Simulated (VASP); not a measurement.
A VASP calculation is set up with these files.

KPOINTS:
```
Automatic mesh
0
Gamma
7 7 7
0 0 0
```

**POSCAR**
```
SnO
1
    2.8233190000     0.0000000000     0.0000000000
    0.0000000000     2.8233190000     0.0000000000
    0.0000000000     0.0000000000     2.8233190000
Sn O
1 1
Direct
  0.0000000000   0.0000000000   0.0000000000
  0.5000000000   0.5000000000   0.5000000000
```

INCAR:
```
SYSTEM = SnO
PREC = Accurate
ENCUT = 520
EDIFF = 1E-6
NELM = 100
ALGO = Normal
LREAL = .FALSE.
LASPH = .TRUE.
ISMEAR = 0
SIGMA = 0.05
GGA = PE
LMAXMIX = 4
LWAVE = .FALSE.
LCHARG = .FALSE.
ISIF = 2
```

POTCAR, in this order: Sn_d O (PBE.64 set). Program: vasp_gam.

The run wrote:

**standard output**
```
 POSCAR found type information on POSCAR SnO
 POSCAR found :  2 types and       2 ions
 Reading from existing POTCAR
 Reading from existing POTCAR
 LDA part: xc-table for (Slater+PW92), standard interpolation

 -----------------------------------------------------------------------------
|                                                                             |
|     EEEEEEE  RRRRRR   RRRRRR   OOOOOOO  RRRRRR      ###     ###     ###     |
|     E        R     R  R     R  O     O  R     R     ###     ###     ###     |
|     E        R     R  R     R  O     O  R     R     ###     ###     ###     |
|     EEEEE    RRRRRR   RRRRRR   O     O  RRRRRR       #       #       #      |
|     E        R   R    R   R    O     O  R   R                               |
|     E        R    R   R    R   O     O  R    R      ###     ###     ###     |
|     EEEEEEE  R     R  R     R  OOOOOOO  R     R     ###     ###     ###     |
|                                                                             |
|     You are using the Gamma-point-only version with more than one           |
|     k-point or some other non-Gamma k-point.                                |
|                                                                             |
|       ---->  I REFUSE TO CONTINUE WITH THIS SICK JOB ... BYE!!! <----       |
|                                                                             |
 -----------------------------------------------------------------------------
```

Task: Read the log: what went wrong, and how is it fixed?

Result: The cause: the Γ-only program was given a k-mesh. VASP stops with an error: You are using the Gamma-point-only version with more than one k-point or some other non-Gamma k-point. ----> I REFUSE TO CONTINUE WITH THIS SICK JOB ... BYE!!! <---- To mend it, run vasp_std.

The mended run (PBE GGA, plane waves, VASP's PBE PAW potentials (set 64)) converges, and its OSZICAR ends with
```
   1 F= -.86129399E+01 E0= -.86114671E+01  d E =-.294566E-02
```

The structure was generated: SnO was put into the CsCl type (Pm-3m), which need not be its known phase. The cell was not relaxed at this level.
